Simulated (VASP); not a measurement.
**Sn2GeO3: relaxation of cell and atoms with PBE**

The system is Sn2GeO3.

```
CELL_PARAMETERS angstrom
3.81000 0.00000 0.00000
0.00000 3.81000 0.00000
0.00000 0.00000 14.54600
ATOMIC_POSITIONS crystal
Sn 0.00000 0.50000 0.58800
Sn 0.50000 0.00000 0.75045
Sn 0.50000 0.00000 0.41200
Sn 0.00000 0.50000 0.24955
Ge 0.00000 0.50000 0.93277
Ge 0.50000 0.00000 0.06723
O 0.50000 0.50000 0.66891
O 0.00000 0.00000 0.66891
O 0.50000 0.50000 0.00000
O 0.00000 0.00000 0.00000
O 0.00000 0.00000 0.33109
O 0.50000 0.50000 0.33109
```

The cell was built by a generator and needn't be a form met in nature.

- Program: VASP 6.6.1
- Task: relaxation of cell and atoms
- Functional: PBE
- Potentials or basis: VASP PAW PBE potentials, release 64 (Sn_d, Ge_d, O)
- Cutoff: 520 eV
- k mesh: 6 × 6 × 2
- Occupations: gaussian, width 0.03 eV
- Spin: no spin polarisation
- Further INCAR settings: ALGO = Normal; EDIFF = 1e-06; IBRION = 2; EDIFFG = -0.01; NSW = 90; ISIF = 3

```
Relaxed volume                         : 17.53 Å³/atom
Relaxed cell                           : a = 3.793 Å, b = 3.793 Å, c = 14.622 Å, α = 90.00°, β = 90.00°, γ = 90.00°
Space group after relaxing (to 0.05 Å) : P4/nmm (No. 129)
Energy gained by relaxing              : 1.3 meV/atom
Ionic steps                            : 28
Pressure after relaxing                : 0.0 GPa
Largest force after relaxing           : 0.004 eV/Å
Band gap on the k mesh                 : 0.80 eV, indirect (least direct gap 1.49 eV)
```

Forces on the atoms (eV/Å):
```
Sn   0.000  0.000  0.003
Sn   0.000  0.000 -0.003
Sn   0.000  0.000 -0.003
Sn   0.000  0.000  0.003
Ge   0.000  0.000  0.004
Ge   0.000  0.000 -0.004
O    0.000  0.000  0.002
O    0.000  0.000  0.002
O    0.000  0.000  0.000
O    0.000  0.000  0.000
O    0.000  0.000 -0.002
O    0.000  0.000 -0.002
```

The path:
```tsv
step	energy change (eV)	largest force (eV/Å)	pressure (GPa)	volume (Å³)
1	0.0000	0.0986	-0.46	211.15
2	-0.0036	0.1149	0.31	209.62
3	-0.0037	0.1042	0.19	209.84
4	-0.0053	0.0585	0.06	209.97
5	-0.0053	0.0750	0.00	209.99
6	-0.0060	0.0603	0.05	210.03
7	-0.0074	0.0408	0.15	210.14
8	-0.0078	0.0694	0.34	210.36
9	-0.0081	0.0503	0.24	210.28
10	-0.0085	0.0550	0.22	210.41
11	-0.0094	0.0695	0.11	210.82
12	-0.0104	0.0983	-0.11	211.64
13	-0.0104	0.1086	-0.21	211.93
14	-0.0113	0.0837	-0.18	212.05
15	-0.0121	0.0462	-0.11	212.23
16	-0.0125	0.1035	0.03	212.59
17	-0.0125	0.0835	-0.02	212.46
18	-0.0129	0.0495	-0.05	212.49
19	-0.0131	0.0283	-0.09	212.51
20	-0.0134	0.0331	-0.06	212.31
21	-0.0142	0.0507	0.01	211.69
22	-0.0144	0.0856	0.18	210.45
23	-0.0145	0.0721	0.12	210.93
24	-0.0148	0.0591	0.08	210.87
25	-0.0153	0.0459	-0.03	210.68
26	-0.0153	0.0529	-0.07	210.59
27	-0.0155	0.0217	-0.02	210.42
28	-0.0155	0.0045	0.02	210.31
```

Final structure:
```cif
data_structure
_symmetry_space_group_name_H-M 'P 1'
_symmetry_Int_Tables_number 1
_cell_length_a 3.7925
_cell_length_b 3.7925
_cell_length_c 14.6220
_cell_angle_alpha 90.000
_cell_angle_beta 90.000
_cell_angle_gamma 90.000
_cell_volume 210.31
loop_
_atom_site_label
_atom_site_type_symbol
_atom_site_fract_x
_atom_site_fract_y
_atom_site_fract_z
_atom_site_occupancy
Sn1 Sn 0.00000 0.50000 0.59342 1
Sn2 Sn 0.50000 0.00000 0.75619 1
Sn3 Sn 0.50000 0.00000 0.40658 1
Sn4 Sn 0.00000 0.50000 0.24381 1
Ge1 Ge 0.00000 0.50000 0.93330 1
Ge2 Ge 0.50000 0.00000 0.06670 1
O1 O 0.50000 0.50000 0.67463 1
O2 O 0.00000 0.00000 0.67463 1
O3 O 0.50000 0.50000 0.00000 1
O4 O 0.00000 0.00000 0.00000 1
O5 O 0.00000 0.00000 0.32537 1
O6 O 0.50000 0.50000 0.32537 1
```

Levels at points of the mesh, in eV from the valence-band top:
```tsv
k point	band 57	band 58	band 59	band 60	band 61	band 62	band 63	band 64
(0.00, 0.00, 0.00)	-2.52	-1.13	-0.93	-0.26	1.51	2.02	2.36	3.68
(0.50, 0.00, 0.00)	-1.53	-1.53	-1.41	-1.41	2.67	2.67	3.04	3.04
(0.50, 0.50, 0.00)	-1.88	-1.88	-1.52	-1.52	0.80	0.80	2.11	2.11
(0.00, 0.00, 0.50)	-2.52	-1.61	-0.80	-0.02	1.47	1.98	2.34	3.52
(0.50, 0.00, 0.50)	-1.87	-1.87	-1.27	-1.27	2.66	2.66	3.05	3.05
(0.50, 0.50, 0.50)	-1.81	-1.81	-1.62	-1.62	1.09	1.09	1.28	1.28
```

It took 11 min on 4 MPI ranks on Intel(R) Xeon(R) 6975P-C (Granite Rapids) (shared host), peak memory 0.44 GiB a rank.

Caveat: spin-orbit coupling is left out, which moves the levels of the heavy elements. PBE gaps usually lie below the measured ones, often by a third to a half.
